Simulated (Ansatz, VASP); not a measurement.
**Zr (Zr strained to the junction's net): VASP beside Ansatz**

Aim: how closely do two programs agree when they are given the same cell, functional and k mesh? The structure shown is the end of the Ansatz relaxation below.

Program: Ansatz 0.2.0. Level of theory: plane waves, with VASP 6.6.1 beside it; single point at PBE with D3(BJ). Results are calculated unless marked as measured.

## Step 1: The starting structure

It takes space group P6_3/mmc (No. 194, hexagonal). The conventional cell has a = 3.300 Å, b = 3.300 Å, c = 4.977 Å, α = 90.00°, β = 90.00°, γ = 120.00°. Zr has 12 Zr at 3.13 to 3.30 Å nearest.

## Step 2: Ansatz: relaxation, PBE with D3(BJ)

Ansatz runs on its default PAW (the set named soft_2) files.

This run makes the geometry at which the two programs are then compared.

Contents of input.yaml:

```yaml
crystal:
  lattice:
    - [3.3, 0.0, 0.0]
    - [-1.65, 2.8578838325, 0.0]
    - [0.0, 0.0, 5.0915696594]
  atoms:
    - { symbol: Zr, position: [0.0, 0.0, 0.0] }
    - { symbol: Zr, position: [0.3333333333, 0.6666666667, 0.5] }
kpoints:
  mp_grid: { grid: [12, 12, 6] }
scf:
  occupations: { method: fermi_dirac, width: 0.1 }
  max_iter: 150
hamiltonian:
  xc: pbe
  dispersion: d3bj
relax:
  f_tol: 0.01
  max_steps: 40
  cell: { fix: [a, b, angles] }
```

Run with:

```sh
$ ansatz run input.yaml --threads 4 --pin off --max-ram 10240MiB --backend cpu --events-out ev --progress --plain --runs-dir out
```

Numbers of over 12 decimals in the logs are rounded to 6 here.

What it wrote:

```text
Engine: ansatz 0.2.0, aarch64-unknown-linux-gnu
Pseudopotentials: kind: paw
Pseudopotential: Zr, paw, valence charge 12, recommended cutoff 420 eV (normal), Zr.paw.azcp
Functional definition: PBE
  parameter kappa = 0.804
  parameter beta = 0.066725
  exchange = pbe_x(kappa = kappa, mu = beta*pi^2/3)
  correlation = pbe_c(beta = beta)
Crystal: 2 atoms, lattice volume = 48.019 Å³
Basis set: ecut = 420 eV, 953 PW (Γ), exchange–correlation on 48×48×72 points (8 copies of the dense FFT grid, shifted against one another)
Bands: 16, of which v1, the nominal top of the filled ones, is band 12 counted from 1 (11 counted from 0)
Symmetry: 24 space group operations
Space group: P63/mmc (ITA 194), of the structure as read, at distance tolerance 3.6e-5 Å
k-points: 76 of 864
Non-local potential: Zr, projectors of the file, l = 0: 3, l = 1: 2, l = 2: 2, l = 3: 2
PAW form: soft (Blöchl's): semilocal exchange-correlation on the pseudo side does not see the compensation charge
PAW one-centre angular grid: Zr, 590 points (default); XC on 64 Gauss nodes
Initial density: superposition of atomic densities (neutral atoms: chi_scale 0, normalization atom), corrected by the library's trained network
Initial wavefunctions: pseudopotential atomic-orbital guess
Functional: x = pbe(κ = 0.804, μ = 0.219515), c = pbe(β = 0.066725)
SCF iter   1: F=—  HF=-8368.709244 eV  |F-HF|=—  |Δ(HF+E_count)|=         —  Δρ=3.04e-3  dr2=2.23e-3  ethr=1.77e-3  ⟨swp⟩=5.0  Hψ=11336  notcnv=0
automatic band count: the SCF goes on with 20 bands, as 16 were too few: the levels above may hold too much charge
preconditioner: auto → none  [metal: Δε(μ)=0.021 eV  Ē_g=4.777 eV  σ=0.100 eV  W_gap=0.05  n_scr=8 (ndim 8)  ℏωp=15.2 eV  f_vac=0.000  D(μ)=2.07/eV (n_scr^D=22)  sad-step TF]
SCF iter   2: F=—  HF=-8368.708151 eV  |F-HF|=—  |Δ(HF+E_count)|=   1.09e-3  Δρ=1.80e-3  dr2=8.33e-4  ethr=9.31e-6  ⟨swp⟩=2.7  Hψ=2888  notcnv=0
SCF iter   3: F=—  HF=-8368.708378 eV  |F-HF|=—  |Δ(HF+E_count)|=   2.26e-4  Δρ=2.90e-4  dr2=1.84e-5  ethr=3.47e-6  ⟨swp⟩=2.9  Hψ=2405  notcnv=0
SCF iter   4: F=—  HF=-8368.708364 eV  |F-HF|=—  |Δ(HF+E_count)|=   1.35e-5  Δρ=7.71e-5  dr2=1.04e-6  ethr=7.66e-8  ⟨swp⟩=2.9  Hψ=2513  notcnv=0
iter 5 did not close the SCF: its close was put off for the readings that it lacked (scf_convergence_deferred on its scf_iter line)
SCF iter   5: F=-8368.708364 eV  HF=-8368.708364 eV  |F-HF|=2.06e-9  |Δ(HF+E_count)|=   9.22e-8  Δρ=1.50e-5  dr2=4.72e-8  ethr=4.35e-9  ⟨swp⟩=1.9  Hψ=1761  notcnv=0
SCF iter   6: F=-8368.708364 eV  HF=-8368.708364 eV  |F-HF|=9.09e-12  |Δ(HF+E_count)|=   6.03e-9  Δρ=1.10e-6  dr2=1.98e-10  ethr=1.97e-10  ⟨swp⟩=2.0  Hψ=4807  notcnv=0
SCF 1 converged in 6 iterations: F = -8368.708364 eV  dr2 = 1.98e-10
  greatest PAW one-centre occupation: 0.996 electrons in one spin orbital (limit 2), on the Zr atom at site 1 (counted from 0), in its partial waves of l = 0
relax step   1: F+E_penalty+E_count = -8368.70836427 eV  Δ(F+E_penalty+E_count) = +0.000e0 eV  max|allowed force component| = 0.000e0 eV/Å  Δτ_max = 0.0000 Å  P = -5.665 GPa  Ω = 48.019 Å³  fix = [a, b, alpha, beta, gamma]  reactions: a -6.718, b -6.718 GPa  (6 SCF iters, dr2 threshold 1.00e-7 eV, accepted)
[...]
relax step   2: F+E_penalty+E_count = -8368.71743328 eV  Δ(F+E_penalty+E_count) = -9.069e-3 eV  max|allowed force component| = 6.939e-18 eV/Å  Δτ_max = 0.0000 Å  P = -2.516 GPa  Ω = 46.390 Å³  energy of the carried Pulay correction = +1.828e-4 eV  fix = [a, b, alpha, beta, gamma]  reactions: a -4.730, b -4.730 GPa  (6 SCF iters, dr2 threshold 2.00e-7 eV, accepted)
[...]
relax step   3: F+E_penalty+E_count = -8368.72062878 eV  Δ(F+E_penalty+E_count) = -3.195e-3 eV  max|allowed force component| = 4.279e-17 eV/Å  Δτ_max = 0.0000 Å  P = -3.679 GPa  Ω = 46.959 Å³  energy of the carried Pulay correction = +1.182e-4 eV  fix = [a, b, alpha, beta, gamma]  reactions: a -5.485, b -5.485 GPa  (6 SCF iters, dr2 threshold 2.00e-7 eV, accepted)
[...]
relax step   4: F+E_penalty+E_count = -8368.72063513 eV  Δ(F+E_penalty+E_count) = -6.358e-6 eV  max|allowed force component| = 4.510e-17 eV/Å  Δτ_max = 0.0000 Å  P = -3.641 GPa  Ω = 46.940 Å³  energy of the carried Pulay correction = +1.204e-4 eV  fix = [a, b, alpha, beta, gamma]  reactions: a -5.461, b -5.461 GPa  (6 SCF iters, dr2 threshold 1.14e-8 eV, accepted)
[...]
relax step   5: F+E_penalty+E_count = -8368.72052482 eV  Δ(F+E_penalty+E_count) = +1.103e-4 eV  max|allowed force component| = 3.816e-17 eV/Å  Δτ_max = 0.0000 Å  P = -3.642 GPa  Ω = 46.940 Å³  fix = [a, b, alpha, beta, gamma]  reactions: a -5.461, b -5.461 GPa  stress off target by 4.80e-3 GPa on what of the cell is left free  SCF on the basis re-selected at this cell (its energy is not comparable with the rows above)  (8 SCF iters)
basis re-selected at this cell: Δ(F+E_penalty+E_count) = +1.103e-4 eV, ΔP = -0.002 GPa vs the last step (what re-selecting the basis moved, of the pressure what is left beyond the Pulay correction that the steps carried, after the strain that the cell walked since its last selection, with what the two solves' SCF thresholds leave and, on support functions, any second-order correction that the steps lacked; it is no m [...]
SCF converged after 8 iterations
Free energy (F): -8368.720525 eV
Harris-Foulkes:  -8368.720525 eV  (|F-HF|=0.00e0)
Internal energy: -8368.651565 eV  (E = F + TS)
E sigma→0 (E₀):  -8368.686045 eV
Entropy (-TS):   -0.068960 eV (-34.480 meV/atom)
Fermi energy:    13.861495 eV
--- Per-component energies (eV) ---
  E_band       = -197.300624
  E_kinetic    = 664.897897
  E_local      = -1264.176916  (includes V_loc(G=0)·N_el)
  E_nonlocal   = 161.049754
  E_hartree    = 391.588016
  E_xc         = -322.781900
  E_vxc        = -381.134192  (∫ρ·V_xc dr)
  E_paw        = -5908.236318  (= ΣΔE_a)
  E_vpaw       = -161.113250  (= ΣTr[D̂ρ^β])
  E_aug_tail   = 0.000049  (compensation charges beyond the density's cutoff)
  E_ewald      = -2089.943876
  E_disp       = -1.048271  (pairwise vdW)
  E_smearing   = -0.068960  (= −TS)
  E_closure    = 0.000000  (closes the sum)
  Σ components = -8368.720525   (vs F -8368.720525, Δ=0.00e0)
--- Forces (eV/Å), atoms counted from 1 ---
  atom   1  Zr     0.00000000    -0.00000000     0.00000000
  atom   2  Zr     0.00000000     0.00000000     0.00000000
  max |Σ_I F_I| component: 2.31e-18 eV/Å
--- Stress (GPa, compression-positive) ---
       -5.460937      -0.000000       0.000000
        0.000000      -5.460937       0.000000
        0.000000       0.000000      -0.004798
  P = ⅓ Tr σ = -3.6422 GPa (-36.422 kbar)
--- Relaxed structure (4 steps of the walk, 4 accepted, 1 SCFs on fresh bases) ---
  F+E_penalty+E_count = -8368.72052482 eV   max|allowed force component| = 3.816e-17 eV/Å   (the final SCF, on the basis selected at the relaxed cell)
  cell:  # Å, volume = 46.9398 Å³
    - [3.300000, 0, 0.0]
    - [-1.650000, 2.857884, 0.0]
    - [0.0, 0.0, 4.977173]
  atoms:
    - { symbol: Zr, position: [9.251858539620026e-18, -5.0885221963063406e-17, 0.0] }
    - { symbol: Zr, position: [0.333333, 0.666667, 0.5] }
```

In the SCF lines HF is the Harris–Foulkes energy and dr2 the Hartree energy of the density residual, in eV; the loop may stop once dr2 is under the threshold and the program's other checks hold. Hψ counts applications of the Hamiltonian.

## Step 3: VASP: single point, PBE with D3(BJ)

The same cell, functional, mesh and smearing now go to VASP, with its own data sets.

Lines of VASP's logs that name or quote its potential files are left out, and so is its time.

Contents of INCAR:

```
SYSTEM = Zr
PREC = Accurate
ENCUT = 500
EDIFF = 1E-06
NELM = 120
ISMEAR = -1
SIGMA = 0.1
LREAL = .FALSE.
ALGO = Normal
GGA = PE
IVDW = 12
NBANDS = 18
LASPH = .TRUE.
LORBIT = 11
LWAVE = .FALSE.
LCHARG = .FALSE.
ISIF = 2
GGA_COMPAT = .FALSE.
```

Contents of POSCAR:

```
Zr
1.0
    3.3000000000      0.0000000000      0.0000000000
   -1.6500000000      2.8578838325      0.0000000000
    0.0000000000      0.0000000000      4.9771734893
Zr
2
Direct
    0.0000000000      0.0000000000      0.0000000000
    0.3333333333      0.6666666667      0.5000000000
```

Contents of KPOINTS:

```
Automatic mesh
0
Gamma
12 12 6
0 0 0
```

Potentials, in the order of the species: Zr_sv (PBE family, release 64).

Run with:

```sh
$ mpirun -np 1 vasp_std
```

What it wrote:

```text
[banner, memory and clock lines left out]
running    1 mpi-ranks, on    1 nodes
 distrk:  each k-point on    1 cores,    1 groups
 distr:  one band on    1 cores,    1 groups

 POSCAR found type information on POSCAR Zr
 POSCAR found :  1 types and       2 ions
 LDA part: xc-table for (Slater+PW92), standard interpolation
 POSCAR, INCAR and KPOINTS ok, starting setup
 FFT: planning ... GRIDC
 FFT: planning ... GRID_SOFT
 FFT: planning ... GRID
 WAVECAR not read
 entering main loop
       N       E                     dE             d eps       ncg     rms          rms(c)
DAV:   1     0.214749681247E+03    0.21475E+03   -0.13177E+04  2736   0.129E+03
DAV:   2    -0.405754925960E+01   -0.21881E+03   -0.21526E+03  3186   0.372E+02
DAV:   3    -0.174574888544E+02   -0.13400E+02   -0.13218E+02  4888   0.687E+01
DAV:   4    -0.177550391225E+02   -0.29755E+00   -0.29727E+00  3174   0.104E+01
DAV:   5    -0.177658551775E+02   -0.10816E-01   -0.10811E-01  4158   0.134E+00    0.141E+01
DAV:   6    -0.171541258198E+02    0.61173E+00   -0.97609E-01  2944   0.776E+00    0.552E+00
DAV:   7    -0.170360288690E+02    0.11810E+00   -0.62558E-01  3902   0.541E+00    0.113E+00
DAV:   8    -0.170418385571E+02   -0.58097E-02   -0.40887E-02  3584   0.154E+00    0.284E-01
DAV:   9    -0.170420014636E+02   -0.16291E-03   -0.18645E-03  3318   0.407E-01    0.351E-02
DAV:  10    -0.170419541867E+02    0.47277E-04   -0.47438E-05  3710   0.446E-02    0.240E-02
DAV:  11    -0.170419544034E+02   -0.21665E-06   -0.10881E-05  3092   0.378E-02    0.382E-03
DAV:  12    -0.170419542585E+02    0.14485E-06   -0.43548E-07  1724   0.469E-03
   1 F= -.18089846E+02 E0= -.18055373E+02  d E =-.689463E-01
```

From OUTCAR (step 3):

```text
ion  position               nearest neighbor table
   1  0.000  0.000  0.000-   2 3.13   2 3.13   2 3.13   2 3.13   2 3.13   2 3.13
   2  0.333  0.667  0.500-   1 3.13   1 3.13   1 3.13   1 3.13   1 3.13   1 3.13

  LATTYP: Found a hexagonal cell.
 ALAT       =     3.3000000000
 C/A-ratio  =     1.5082343907

 Subroutine GETGRP returns: Found 24 space group operations
 (whereof 12 operations were pure point group operations)

The static configuration has the point symmetry D_3h.
 The point group associated with its full space group is D_6h.

 Found     76 irreducible k-points:

   k-points           NKPTS =     76   k-points in BZ     NKDIM =     76   number of bands    NBANDS=     18

   dimension x,y,z NGX =    24 NGY =   24 NGZ =   36
   dimension x,y,z NGXF=    48 NGYF=   48 NGZF=   72

   ENCUT  =  500.0 eV  36.75 Ry    6.06 a.u.   6.02  6.02  9.07*2*pi/ulx,y,z

   NELECT =      24.0000    total number of electrons

 k-points in reciprocal lattice and weights: Automatic mesh
   0.00000000  0.00000000  0.00000000       0.001
   0.08333333  0.00000000  0.00000000       0.007
   0.16666667  0.00000000  0.00000000       0.007
   0.25000000  0.00000000  0.00000000       0.007
   0.33333333  0.00000000  0.00000000       0.007
   0.41666667  0.00000000  0.00000000       0.007
   0.50000000  0.00000000  0.00000000       0.003
   0.08333333  0.08333333  0.00000000       0.007
   0.16666667  0.08333333  0.00000000       0.014
[...]
0.33333333  0.25000000  0.50000000       0.014
   0.33333333  0.33333333  0.50000000       0.002

 average (electrostatic) potential at core
       1 -74.7499       2 -74.7499

 E-fermi :   8.8904

 k-point     1 :       0.0000    0.0000    0.0000
  band No.  band energies     occupation
    ...
      6     -17.5051      2.00000
      7     -17.5051      2.00000
      8     -17.4415      2.00000
      9       3.2677      2.00000
     10       5.9052      2.00000
     11       9.6602      0.00091
     12       9.6602      0.00091
     13      10.3691      0.00000
     14      10.4726      0.00000
     15      10.4726      0.00000
    ...

 k-point     2 :       0.0833    0.0000    0.0000
  band No.  band energies     occupation
    ...
      6     -17.5455      2.00000
      7     -17.5087      2.00000
      8     -17.4533      2.00000
      9       3.4529      2.00000
     10       6.0621      2.00000
     11       9.2816      0.03918
     12       9.8295      0.00017
     13       9.9913      0.00003
     14      10.3253      0.00000
     15      10.4921      0.00000
    ...

 k-point     3 :       0.1667    0.0000    0.0000
  band No.  band energies     occupation
    ...
      7     -17.5197      2.00000
      8     -17.4886      2.00000
      9       3.9759      2.00000
     10       6.4597      2.00000
     11       8.6771      1.78802
     12       9.0348      0.38170
     13      10.0075      0.00003
     14      10.1310      0.00001
     15      10.3261      0.00000
     16      10.4204      0.00000
    ...

 Edisp (eV)   -1.04789

  Total      -1.58899    -1.58899     0.00996    -0.00000     0.00000    -0.00000
  in kB     -54.23647   -54.23647     0.33986    -0.00000     0.00000    -0.00000
  external pressure =      -36.04 kB  Pullay stress =        0.00 kB

  energy-cutoff  :      500.00
  volume of cell :       46.94
      direct lattice vectors                 reciprocal lattice vectors
     3.300000000  0.000000000  0.000000000     0.303030303  0.174954627  0.000000000
    -1.650000000  2.857883833  0.000000000     0.000000000  0.349909254  0.000000000
     0.000000000  0.000000000  4.977173489     0.000000000  0.000000000  0.200917248

 POSITION                                       TOTAL-FORCE (eV/Angst)
 -----------------------------------------------------------------------------------
      0.00000      0.00000      0.00000        -0.000000      0.000000      0.000000
     -0.00000      1.90526      2.48859         0.000000     -0.000000      0.000000
 -----------------------------------------------------------------------------------
    total drift:                                0.000000     -0.000000     -0.000000

  FREE ENERGIE OF THE ION-ELECTRON SYSTEM (eV)
  ---------------------------------------------------
  free  energy   TOTEN  =       -18.0898461111 eV

  energy  without entropy=      -18.0208998540  energy(sigma->0) =      -18.05537298

 total charge
# of ion       s       p       d       tot
------------------------------------------
    1        2.233   5.960   1.619   9.812
    2        2.233   5.960   1.619   9.812
--------------------------------------------------
tot          4.465  11.919   3.238  19.623

[... 3 further parts left out ...]
```

Dispersion corrections of this kind ignore metallic screening and tend to overbind metals.

## Step 4: Differences

Known differences besides the potentials themselves: the cutoff is 420 eV in Ansatz and 500 eV in VASP; Ansatz's pressure holds a Pulay correction, VASP's none. Total energies have different zeros and are not compared.

The two programs side by side:

```
      quantity  Ansatz   VASP  difference
pressure (GPa)   -3.64  -3.60       -0.04
```

## Step 5: Summary of results

```yaml
difference_in_pressure_single_point_pbe_with_d3_bj: -0.038 GPa
```

In words: The difference in pressure is -0.038 GPa (single point, PBE with D3(BJ)), within the 1 GPa picked in this series as the mark of a large difference. Such differences can come from data sets, numerical settings and the points named under the comparisons, not from the functional's error against experiment.

[Lines on the potential files, build, host, timing and source positions are cut from VASP's logs without a mark.]

[Logs are printed without paths, hosts, clocks, repeated set-up lines and the standing remarks that a program may print on its own settings, such as how far it seeks lower states.]

[Hosts, paths, dates, database ids (printed as entryN), source tags and the programs' standing remarks are cut or masked in the printed files.]
